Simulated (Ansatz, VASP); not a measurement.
## Two plane-wave programs on GeP4

```
CELL_PARAMETERS angstrom
-2.92621 2.92621 2.92621
2.92621 -2.92621 2.92621
2.92621 2.92621 -2.92621
ATOMIC_POSITIONS crystal
Ge 0.00000 0.00000 0.00000
P 0.00000 0.00000 0.50000
P 0.50000 0.00000 0.00000
P 0.00000 0.50000 0.00000
P 0.50000 0.50000 0.50000
```

Change from the starting cell: species swapped into the Hg4Pt type (Im-3m, No. 229).

Alike in both runs: task single point; functional PBE; k mesh 4 × 4 × 4; occupations gaussian, width 0.1 eV; no spin polarisation.

|  | VASP | Ansatz |
| --- | --- | --- |
| version | VASP 6.6.1 | Ansatz 0.2.0 |
| potentials or method | VASP PAW PBE potentials, release 64 (Ge_d, P) | scalar-relativistic, plane waves, PAW |
| plane-wave cutoff (eV) | 520 | 420 |
| valence electrons in the cell | 34 | 34 |

```tsv
	VASP	Ansatz	Ansatz less VASP
gap on the k mesh at the Fermi level (eV)	none	none	-
pressure (GPa)	-3.9	-3.9	+0.05
```

A gap of «none» marks a metal or a gap that the smearing closes.

Caveats: the k mesh is coarse (spacing up to 0.38 Å⁻¹), so the values aren't converged.
